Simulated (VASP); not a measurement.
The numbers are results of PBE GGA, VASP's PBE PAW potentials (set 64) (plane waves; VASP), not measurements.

VASP input:

INCAR:
```
SYSTEM  =  WS
PREC  =  Accurate; ENCUT  =  400; LREAL  =  .False.
LASPH  =  .True.
EDIFF  =  1E-6; NELM  =  100; ALGO  =  Normal
LMAXMIX  =  6
ISMEAR  =  1; SIGMA  =  0.1
GGA  =  PE
IBRION  =  2; NSW  =  60; ISIF  =  3
EDIFFG  =  -0.01
LWAVE  =  .False.; LCHARG  =  .False.
```

POSCAR:
```
WS
1.0
  0.0000000000   2.4776477282   2.4776477282
  2.4776477282   0.0000000000   2.4776477282
  2.4776477282   2.4776477282   0.0000000000
W S
1 1
Cart
  0.0000000000   0.0000000000   0.0000000000
  2.4776477282   2.4776477282   2.4776477282
```

### KPOINTS
```
Automatic mesh
0
Gamma
11 11 11
0 0 0
```

POTCAR, in this order: W_sv S (PBE.64 set). Program: vasp_std.

Output

**OSZICAR**
```
       N       E                     dE             d eps       ncg     rms          rms(c)
DAV:   1     0.121248800049E+03    0.12125E+03   -0.92678E+03  1568   0.126E+03
DAV:   2    -0.119146398887E+02   -0.13316E+03   -0.13051E+03  1910   0.339E+02
DAV:   3    -0.162338902257E+02   -0.43193E+01   -0.42232E+01  1856   0.571E+01
DAV:   4    -0.162774679325E+02   -0.43578E-01   -0.43573E-01  1778   0.636E+00
DAV:   5    -0.162779923228E+02   -0.52439E-03   -0.52439E-03  1910   0.721E-01    0.212E+01
DAV:   6    -0.155451414185E+02    0.73285E+00   -0.32303E+00  1814   0.144E+01    0.916E+00
DAV:   7    -0.155284052584E+02    0.16736E-01   -0.65955E-02  1670   0.205E+00    0.439E+00
DAV:   8    -0.155231219917E+02    0.52833E-02   -0.13896E-02  1964   0.807E-01    0.358E-01
DAV:   9    -0.155229720845E+02    0.14991E-03   -0.51654E-04  1664   0.171E-01    0.211E-01
DAV:  10    -0.155229853647E+02   -0.13280E-04   -0.12999E-04  1964   0.132E-01    0.403E-02
DAV:  11    -0.155229824842E+02    0.28805E-05   -0.44605E-06  1646   0.258E-02    0.118E-02
DAV:  12    -0.155229823193E+02    0.16484E-06   -0.32064E-07   820   0.655E-03
   1 F= -.15522982E+02 E0= -.15522634E+02  d E =-.155230E+02
       N       E                     dE             d eps       ncg     rms          rms(c)
DAV:   1    -0.155245203309E+02   -0.15378E-02   -0.37618E-02  1664   0.243E+00    0.436E-01
DAV:   2    -0.155231378787E+02    0.13825E-02   -0.42077E-03  1694   0.650E-01    0.105E-01
DAV:   3    -0.155229584584E+02    0.17942E-03   -0.36905E-04  1808   0.170E-01    0.371E-02
DAV:   4    -0.155229395575E+02    0.18901E-04   -0.62459E-05  1820   0.718E-02    0.368E-02
DAV:   5    -0.155229375087E+02    0.20489E-05   -0.41341E-06  1722   0.205E-02    0.369E-03
DAV:   6    -0.155229371224E+02    0.38629E-06   -0.88929E-07   820   0.679E-03
   2 F= -.15522937E+02 E0= -.15522593E+02  d E =0.451970E-04
       N       E                     dE             d eps       ncg     rms          rms(c)
DAV:   1    -0.155236510828E+02   -0.71357E-03   -0.15459E-02  1664   0.156E+00    0.281E-01
DAV:   2    -0.155230815611E+02    0.56952E-03   -0.17147E-03  1694   0.416E-01    0.671E-02
DAV:   3    -0.155230078459E+02    0.73715E-04   -0.15256E-04  1808   0.110E-01    0.244E-02
DAV:   4    -0.155230022514E+02    0.55945E-05   -0.25288E-05  1820   0.457E-02    0.239E-02
DAV:   5    -0.155230046665E+02   -0.24151E-05   -0.15923E-06  1234   0.132E-02    0.211E-03
DAV:   6    -0.155230046895E+02   -0.23062E-07   -0.40171E-07   784   0.638E-03
   3 F= -.15523005E+02 E0= -.15522658E+02  d E =-.223702E-04
```

OUTCAR:
```
------------------------ aborting loop because EDIFF is reached ----------------------------------------
  FORCE on cell =-STRESS in cart. coord.  units (eV):
  Direction    XX          YY          ZZ          XY          YZ          ZX
  --------------------------------------------------------------------------------------
  Total        0.0007090      0.0007090      0.0007090     -0.0000000      0.0000000     -0.0000000
  in kB        0.0373016      0.0373016      0.0373016     -0.0000000      0.0000000     -0.0000000
  external PRESSURE =       0.0373016 kB  Pullay stress =       0.0000000 kB
  volume of cell :       30.45
      direct lattice vectors                 reciprocal lattice vectors
     0.000000000  2.478542673  2.478542673    -0.201731447  0.201731447  0.201731447
     2.478542673 -0.000000000  2.478542673     0.201731447 -0.201731447  0.201731447
     2.478542673  2.478542673  0.000000000     0.201731447  0.201731447 -0.201731447
 POSITION                                       TOTAL-FORCE (eV/Angst)
 -----------------------------------------------------------------------------------
      0.00000      0.00000      0.00000         0.000000      0.000000      0.000000
      2.47854      2.47854      2.47854        -0.000000     -0.000000     -0.000000
 -----------------------------------------------------------------------------------
    total drift:                                0.000000     -0.000000     -0.000000
  FREE ENERGIE OF THE ION-ELECTRON SYSTEM (eV)
  ---------------------------------------------------
  free  energy   TOTEN  =       -15.5230046895 eV

  energy  without entropy=      -15.5219646246  energy(sigma->0) =      -15.52265800

 reached required accuracy - stopping structural energy minimisation
```
(Selected blocks of OUTCAR.)

**CONTCAR**
```
WS
   1.00000000000000
     0.0000000000000000    2.4785426734160496    2.4785426734160496
     2.4785426734160496   -0.0000000000000000    2.4785426734160496
     2.4785426734160496    2.4785426734160496    0.0000000000000000
  W               S
     1     1
Direct
     0.0000000000000000    0.0000000000000000    0.0000000000000000
     0.5000000000000000    0.5000000000000000    0.5000000000000000
```

The structure was generated: WS was put into the rock salt type (Fm-3m), which need not be its known phase. This run relaxes it. Symmetry was kept, so distortions that lower it aren't found. The start is the result of an earlier pass.
